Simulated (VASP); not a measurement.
# NaP2 (P6/mmm) in VASP: band structure with RPBE+D3

Aim: the band structure of NaP2 with RPBE+D3.

Everything below comes from runs of VASP 6.6.1. Logs are shortened: lines on timing, memory, paths and dates and some standing lists are left out, and cuts for length are marked.

### Step 1. The crystal as given

Symmetry: P6/mmm, No. 191, hexagonal system. The conventional cell has a = 4.111 Å, b = 4.111 Å, c = 4.389 Å, α = 90.00°, β = 90.00°, γ = 120.00°. Around Na (site symmetry 6/mmm) lie 12 P at 3.23 Å. Around P (site symmetry -6m2) lie 3 P at 2.37 Å.

The cell was built by a generator and needn't be a form met in nature.

### Step 2. Band structure, RPBE+D3

Input file INCAR:

```
SYSTEM = NaP2
PREC = Accurate
ENCUT = 520
EDIFF = 1E-6
ISMEAR = -1
SIGMA = 0.05
LREAL = .FALSE.
LASPH = .TRUE.
NELM = 100
ALGO = Normal
ISIF = 2
LWAVE = .FALSE.
LCHARG = .FALSE.
GGA = RP
IVDW = 11
NBANDS = 16
```

Input file KPOINTS:

```
regular mesh
0
G
  8 8 6
  0 0 0
```

Input file POSCAR:

```
NaP2
1.0
    4.1106000000      0.0000000000      0.0000000000
   -2.0553000000      3.5598900000      0.0000000000
    0.0000000000      0.0000000000      4.3892600000
Na P
1 2
Cartesian
    0.0000000000      0.0000000000      0.0000000000
   -0.0000205530      2.3732718663      2.1946300000
    2.0553205530      1.1866181337      2.1946300000
```

Input file KPOINTS_OPT:

```
path GMKGALHA,LM,KH
20
line-mode
reciprocal
 0.0000000000  0.0000000000  0.0000000000  G
 0.5000000000  0.0000000000  0.0000000000  M

 0.5000000000  0.0000000000  0.0000000000  M
 0.3333333333  0.3333333333  0.0000000000  K

 0.3333333333  0.3333333333  0.0000000000  K
 0.0000000000  0.0000000000  0.0000000000  G

 0.0000000000  0.0000000000  0.0000000000  G
 0.0000000000  0.0000000000  0.5000000000  A

 0.0000000000  0.0000000000  0.5000000000  A
 0.5000000000  0.0000000000  0.5000000000  L

 0.5000000000  0.0000000000  0.5000000000  L
 0.3333333333  0.3333333333  0.5000000000  H

 0.3333333333  0.3333333333  0.5000000000  H
 0.0000000000  0.0000000000  0.5000000000  A

 0.5000000000  0.0000000000  0.5000000000  L
 0.5000000000  0.0000000000  0.0000000000  M

 0.3333333333  0.3333333333  0.0000000000  K
 0.3333333333  0.3333333333  0.5000000000  H
```

Potentials or basis: VASP PAW PBE potentials, release 54 (Na_pv, P).

The run is started by

```
$ cat potpaw_PBE.54/Na_pv/POTCAR potpaw_PBE.54/P/POTCAR > POTCAR
$ mpirun -np 1 vasp_std > vasp.out
```

OUTCAR:

```text
SYSTEM = NaP2
   PREC = Accurate
   ENCUT = 520
   EDIFF = 1E-6
   ISMEAR = -1
   LREAL = .FALSE.
   LASPH = .TRUE.
   NELM = 100
   ISIF = 2
   GGA = RP
   IVDW = 11
 IVDW          = 11

 ion  position               nearest neighbor table
   1  0.000  0.000  0.000-
   2  0.333  0.667  0.500-   3 2.37   3 2.37   3 2.37
   3  0.667  0.333  0.500-   2 2.37   2 2.37   2 2.37

  LATTYP: Found a hexagonal cell.
 ALAT       =     4.1106000000
 C/A-ratio  =     1.0677905902

  Lattice vectors:

 A1 = (   4.1106000000,   0.0000000000,   0.0000000000)
 A2 = (  -2.0553000000,   3.5598900000,   0.0000000000)
 A3 = (   0.0000000000,   0.0000000000,   4.3892600000)

Analysis of symmetry for initial positions (statically):
=====================================================================
 Subroutine PRICEL returns:
 Original cell was already a primitive cell.

 Routine SETGRP: Setting up the symmetry group for a
 hexagonal supercell.

 Subroutine GETGRP returns: Found  8 space group operations
 (whereof  8 operations were pure point group operations)
 out of a pool of 24 trial point group operations.

The static configuration has the point symmetry D_2h.

Analysis of symmetry for dynamics (positions and initial velocities):
=====================================================================
 Subroutine PRICEL returns:
 Original cell was already a primitive cell.

 Routine SETGRP: Setting up the symmetry group for a
 hexagonal supercell.

 Subroutine GETGRP returns: Found  8 space group operations
 (whereof  8 operations were pure point group operations)
 out of a pool of 24 trial point group operations.

The dynamic configuration has the point symmetry D_2h.

 Subroutine INISYM returns: Found  8 space group operations
 (whereof  8 operations are pure point group operations),
 and found     1 'primitive' translations

----------------------------------------------------------------------------------------

                                     Primitive cell

  volume of cell :      64.2293

  direct lattice vectors                    reciprocal lattice vectors
     4.110600000  0.000000000  0.000000000     0.243273488  0.140453778  0.000000000
    -2.055300000  3.559890000  0.000000000     0.000000000  0.280907556  0.000000000
     0.000000000  0.000000000  4.389260000     0.000000000  0.000000000  0.227828837

  length of vectors
     4.110600000  4.110605175  4.389260000     0.280907910  0.280907556  0.227828837

  position of ions in fractional coordinates (direct lattice)
     0.000000000  0.000000000  0.000000000
     0.333330000  0.666670000  0.500000000
     0.666670000  0.333330000  0.500000000

  ion indices of the primitive-cell ions
   primitive index   ion index
                 1           1
                 2           2
                 3           3

----------------------------------------------------------------------------------------

 KPOINTS: regular mesh

Automatic generation of k-mesh.
 Grid dimensions read from file:
 generate k-points for:    8    8    6

 Generating k-lattice:

  Cartesian coordinates                     Fractional coordinates (reciprocal lattice)
     0.030409186  0.017556722  0.000000000     0.125000000  0.000000000  0.000000000
     0.000000000  0.035113445  0.000000000     0.000000000  0.125000000  0.000000000
     0.000000000  0.000000000  0.037971473     0.000000000  0.000000000  0.166666667

  Length of vectors
     0.035113489  0.035113445  0.037971473

  Shift w.r.t. Gamma in fractional coordinates (k-lattice)
     0.000000000  0.000000000  0.000000000

 Subroutine IBZKPT returns following result:
 ===========================================

 Found     84 irreducible k-points:

 Following reciprocal coordinates:
            Coordinates               Weight
  0.000000  0.000000  0.000000      1.000000
  0.125000 -0.000000  0.000000      4.000000
 -0.125000  0.125000  0.000000      2.000000
  0.250000 -0.000000  0.000000      4.000000
 -0.250000  0.250000  0.000000      2.000000
  0.375000  0.000000  0.000000      4.000000
[... 16 lines left out ...]
  0.125000 -0.000000  0.166667      8.000000
 -0.125000  0.125000  0.166667      4.000000
 [... further k-points ...]
   k-points           NKPTS =     84   k-points in BZ     NKDIM =     84   number of bands    NBANDS=     16
   number of dos      NEDOS =    301   number of ions     NIONS =      3
   total plane-waves  NPLWV =  36864
   dimension x,y,z NGX =    32 NGY =   32 NGZ =   36
   dimension x,y,z NGXF=    64 NGYF=   64 NGZF=   72
   ions per type =               1   2
   NGX,Y,Z   is equivalent  to a cutoff of  12.94, 12.94, 13.64 a.u.
   NGXF,Y,Z  is equivalent  to a cutoff of  25.88, 25.88, 27.27 a.u.
 SYSTEM =  NaP2
   PREC   = accura    normal or accurate (medium, high low for compatibility)
   ISTART =      0    job   : 0-new  1-cont  2-samecut
   ICHARG =      2    charge: 1-file 2-atom 10-const
   ISPIN  =      1    spin polarized calculation?
   LNONCOLLINEAR =      F non collinear calculations
   LSORBIT =      F    spin-orbit coupling
   LASPH  =      T    aspherical Exc in radial PAW
   ENCUT  =  520.0 eV  38.22 Ry    6.18 a.u.   7.64  7.64  8.16*2*pi/ulx,y,z
   NELM   =    100;   NELMIN=  2; NELMDL= -5     # of ELM steps
   EDIFF  = 0.1E-05   stopping-criterion for ELM
   LREAL  =      F    real-space projection
   EDIFFG = 0.1E-04   stopping-criterion for IOM
   NSW    =      0    number of steps for IOM
   IBRION =     -1    ionic relax: 0-MD 1-quasi-New 2-CG
   NFREE  =      0    steps in history (QN), initial steepest desc. (CG)
   ISIF   =      2    stress and relaxation
   ISYM   =      2    0-nonsym 1-usesym 2-fastsym
   POTIM  = 0.5000    time-step for ionic-motion
   TEBEG  =    0.0;   TEEND  =   0.0 temperature during run
   PSTRESS=    0.0 pullay stress
   NELECT =      17.0000    total number of electrons
   NUPDOWN=      -1.0000    fix difference up-down
   EMIN   =  10.00;   EMAX   =-10.00  energy-range for DOS
   EFERMI =   0.00;   METHOD = LEGACY
   ISMEAR =    -1;   SIGMA  =   0.05  broadening in eV -4-tet -1-fermi 0-gaus
   EFERMI_NEDOS =   21; number of points for ismear=-14 and -15
   IALGO  =     38    algorithm
   IMIX   =      4    mixing-type and parameters
     AMIX     =   0.40;   BMIX     =  1.00
     AMIX_MAG =   1.60;   BMIX_MAG =  1.00
  volume/ion in A,a.u.               =      21.41       144.48
  Fermi-wavevector in a.u.,A,eV,Ry     =   1.051107  1.986303 15.032058  1.104825
  Thomas-Fermi vector in A             =   2.186137
   LORBIT       =      0    0 simple, 1 ext, 2 COOP (PROOUT), +10 PAW based schemes
   GGA     = RP    functional components
   LHFCALC =     F    Hartree Fock is set to
   AEXX    =    0.0000 exact exchange contribution
   IVDW    =    11    specifies the selected vdW correction
   LEPSILON=     F    determine dielectric tensor
   LRPA    =     F    only Hartree local field effects (RPA)
 non-spin polarized calculation
  energy-cutoff  :      520.00
  volume of cell :       64.23
 maximum number of plane-waves:      1750
   NGX = 15   NGY = 15   NGZ = 17

 number of electron      16.9999999 magnetization

 Free energy of the ion-electron system (eV)
  ---------------------------------------------------
  ext. energy  EPLUGINS =         0.00000000
  ---------------------------------------------------
  free energy    TOTEN  =       -11.37209366 eV

  energy without entropy =      -11.35914337  energy(sigma->0) =      -11.36561852

 E-fermi :   4.4164     XC(G=0):  -8.6947

 val. band max:        4.4041909814   @ k =  -0.2500   0.2500   0.5000
 cond. band min:       4.4232093093   @ k =   0.2500   0.1250   0.1667
 fundamental gap:      0.0190183279
 Fermi energy:         4.4163582384

 k-point     1 :       0.0000    0.0000    0.0000
  band No.  band energies     occupation
      1     -20.1482      2.00000
      2     -20.1320      2.00000
      3     -20.1320      2.00000
      4      -9.3874      2.00000
      5      -0.6250      2.00000
      6       0.1680      2.00000
[... 8 lines left out ...]
     15      12.5196      0.00000
     16      15.1918      0.00000

 k-point     2 :       0.1250   -0.0000    0.0000
  band No.  band energies     occupation
      1     -20.1479      2.00000
      2     -20.1336      2.00000
      3     -20.1323      2.00000
      4      -9.2384      2.00000
      5      -2.0816      2.00000
      6      -0.0364      2.00000
[... 8 lines left out ...]
     15      12.4747      0.00000
     16      13.8821      0.00000

 k-point     3 :      -0.1250    0.1250    0.0000
  band No.  band energies     occupation
      1     -20.1479      2.00000
      2     -20.1336      2.00000
      3     -20.1323      2.00000
      4      -9.2384      2.00000
      5      -2.0815      2.00000
      6      -0.0367      2.00000
[... 8 lines left out ...]
     15      12.4748      0.00000
     16      13.8821      0.00000

 k-point     4 :       0.2500   -0.0000    0.0000
  band No.  band energies     occupation
      1     -20.1473      2.00000
      2     -20.1375      2.00000
      3     -20.1332      2.00000
      4      -8.8036      2.00000
      5      -3.7563      2.00000
      6      -0.4340      2.00000
[... 8 lines left out ...]
     15      11.9940      0.00000
     16      12.5512      0.00000
[... 324 lines left out ...]
 k-point    22 :       0.0000    0.0000    0.1667
  band No.  band energies     occupation
      1     -20.1497      2.00000
      2     -20.1319      2.00000
      3     -20.1318      2.00000
      4      -9.3474      2.00000
      5      -0.5915      2.00000
      6       0.1563      2.00000
[... 8 lines left out ...]
     15      11.8390      0.00000
     16      14.4018      0.00000

 k-point    23 :       0.1250   -0.0000    0.1667
  band No.  band energies     occupation
      1     -20.1494      2.00000
      2     -20.1334      2.00000
      3     -20.1322      2.00000
      4      -9.1995      2.00000
      5      -2.0522      2.00000
      6      -0.0152      2.00000
[... 8 lines left out ...]
     15      11.7816      0.00000
     16      14.1765      0.00000

 k-point    24 :      -0.1250    0.1250    0.1667
  band No.  band energies     occupation
      1     -20.1494      2.00000
      2     -20.1334      2.00000
      3     -20.1322      2.00000
      4      -9.1995      2.00000
      5      -2.0520      2.00000
      6      -0.0155      2.00000
[... 8 lines left out ...]
     15      11.7816      0.00000
     16      14.1765      0.00000

 [... further k-points ...]

------------------------ aborting loop because EDIFF is reached ----------------------------------------

 Edisp (eV)   -1.00459

 E8    (eV) :    -0.2301

  FORCE on cell =-STRESS in cart. coord.  units (eV):
  Direction    XX          YY          ZZ          XY          YZ          ZX
  --------------------------------------------------------------------------------------
  -------------------------------------------------------------------------------------
  Total      -0.62692    -0.62721     0.37466    -0.00025     0.00000     0.00000
  in kB     -15.63827   -15.64554     9.34585    -0.00625     0.00000     0.00000
  external pressure =       -7.31 kB  Pullay stress =        0.00 kB

 VOLUME and BASIS-vectors are now :
 -----------------------------------------------------------------------------
  energy-cutoff  :      520.00
  volume of cell :       64.23
      direct lattice vectors                 reciprocal lattice vectors
     4.110600000  0.000000000  0.000000000     0.243273488  0.140453778  0.000000000
    -2.055300000  3.559890000  0.000000000     0.000000000  0.280907556  0.000000000
     0.000000000  0.000000000  4.389260000     0.000000000  0.000000000  0.227828837

 POSITION                                       TOTAL-FORCE (eV/Angst)
 -----------------------------------------------------------------------------------
      0.00000      0.00000      0.00000         0.000000      0.000000      0.000000
     -0.00002      2.37327      2.19463         0.000127     -0.000074      0.000000
      2.05532      1.18662      2.19463        -0.000127      0.000074      0.000000
 -----------------------------------------------------------------------------------
    total drift:                                0.000000      0.000000      0.000000

  FREE ENERGIE OF THE ION-ELECTRON SYSTEM (eV)
  ---------------------------------------------------
  free  energy   TOTEN  =       -12.3766810263 eV

  energy  without entropy=      -12.3637307373  energy(sigma->0) =      -12.37020588
```

Wall time 78 s (1 thread of Intel Xeon 6975P-C (Granite Rapids), shared host); peak memory 0.27 GiB.

What came out:

```yaml
Free_energy: -12.3767 eV
Pressure: -0.7 GPa
Band_gap_along_the_path: none (metal or under the smearing width)
Dispersion_energy_per_atom: -0.335 eV
```

Levels at the corners of the path, in eV from the Fermi level:
```csv
point,band 4,band 5,band 6,band 7,band 8,band 9,band 10,band 11,band 12,band 13
Γ,-13.80,-5.04,-4.25,-4.25,-3.75,0.29,0.29,1.09,2.54,5.60
M,-12.08,-10.35,-5.28,-2.44,-2.26,-0.63,3.25,4.13,4.95,5.07
M,-12.08,-10.35,-5.28,-2.44,-2.26,-0.63,3.25,4.13,4.95,5.07
K,-11.19,-11.19,-6.50,-1.46,-1.46,1.36,1.36,3.30,4.40,4.40
K,-11.19,-11.19,-6.50,-1.46,-1.46,1.36,1.36,3.30,4.40,4.40
Γ,-13.80,-5.04,-4.25,-4.25,-3.75,0.29,0.29,1.09,2.54,5.60
Γ,-13.80,-5.04,-4.25,-4.25,-3.75,0.29,0.29,1.09,2.54,5.60
A,-13.64,-5.33,-4.90,-4.16,-4.16,0.39,0.39,1.78,6.12,6.24
A,-13.64,-5.33,-4.90,-4.16,-4.16,0.39,0.39,1.78,6.12,6.24
L,-11.97,-10.20,-5.20,-3.50,-2.18,-2.01,4.52,4.63,4.67,5.17
L,-11.97,-10.20,-5.20,-3.50,-2.18,-2.01,4.52,4.63,4.67,5.17
H,-11.08,-11.08,-6.31,-2.68,-2.68,1.49,1.49,2.10,3.86,7.65
H,-11.08,-11.08,-6.31,-2.68,-2.68,1.49,1.49,2.10,3.86,7.65
A,-13.64,-5.33,-4.90,-4.16,-4.16,0.39,0.39,1.78,6.12,6.24
L,-11.97,-10.20,-5.20,-3.50,-2.18,-2.01,4.52,4.63,4.67,5.17
M,-12.08,-10.35,-5.28,-2.44,-2.26,-0.63,3.25,4.13,4.95,5.07
K,-11.19,-11.19,-6.50,-1.46,-1.46,1.36,1.36,3.30,4.40,4.40
H,-11.08,-11.08,-6.31,-2.68,-2.68,1.49,1.49,2.10,3.86,7.65
```

Caveat: the PAW data sets were made with another functional, which shifts forces and pressure a little; pairwise dispersion overbinds metals, which lowers pressure and volume.

### Step 3. The reference run

An earlier run on the cell as given: functional PBE; potentials or basis VASP PAW PBE potentials, release 64 (Na_pv, P); cutoff 520 eV; k mesh 8 × 8 × 6; occupations fermi-dirac, width 0.05 eV; no spin polarisation.

- Pressure: -0.5 GPa
- Band gap on the k mesh: none (metal or under the smearing width)
